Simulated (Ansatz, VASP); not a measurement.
**BaAlF4: VASP beside Ansatz**

```
Ba Al F
1.0
     3.59321    0.00000    0.00000
     0.00000    3.59321    0.00000
     0.00000    0.00000    6.19339
Ba Al F
1 1 4
Direct
  0.50000 0.50000 0.50000
  0.00000 0.00000 0.00000
  0.50000 0.00000 0.00000
  0.00000 0.50000 0.00000
  0.00000 0.00000 0.27700
  0.00000 0.00000 0.72300
```

The cell was built by a generator and needn't be a form met in nature.

Alike in both runs: task single point; functional PBE; k mesh 5 × 5 × 3; collinear spin.

|  | VASP | Ansatz |
| --- | --- | --- |
| version | VASP 6.6.1 | Ansatz 0.2.0 |
| potentials or method | VASP PAW PBE potentials, release 64 (Ba_sv, Al, F) | PAW plane waves |
| plane-wave cutoff (eV) | 520 | 420 |
| occupations | fermi-dirac, width 0.1 eV | fermi-dirac |
| valence electrons in the cell | 41 | 41 |

|  | VASP | Ansatz | Ansatz less VASP |
| --- | --- | --- | --- |
| gap on the k mesh at the Fermi level (eV) | none | none | - |
| pressure (GPa) | 13.7 | 13.2 | -0.50 |
| largest component of the traceless stress (GPa) | 3.23 | 3.00 | -0.230 |
| rms of the force components (eV/Å) | 0.451 | 0.437 | -0.0138 |
| net moment per atom (μB) | 0.00 | 0.00 | 0.000 |

Atom by atom the forces differ by 0.014 eV/Å (rms over components). A gap of «none» marks a metal or a gap that the smearing closes. Ansatz warned: «seeded_moment_not_kept».

Caveats: forces of over 1 eV/Å show positions far from the minimum, so gaps and moduli don't describe the material at rest. The runs have no spin-orbit coupling, so splittings on Ba are missing.
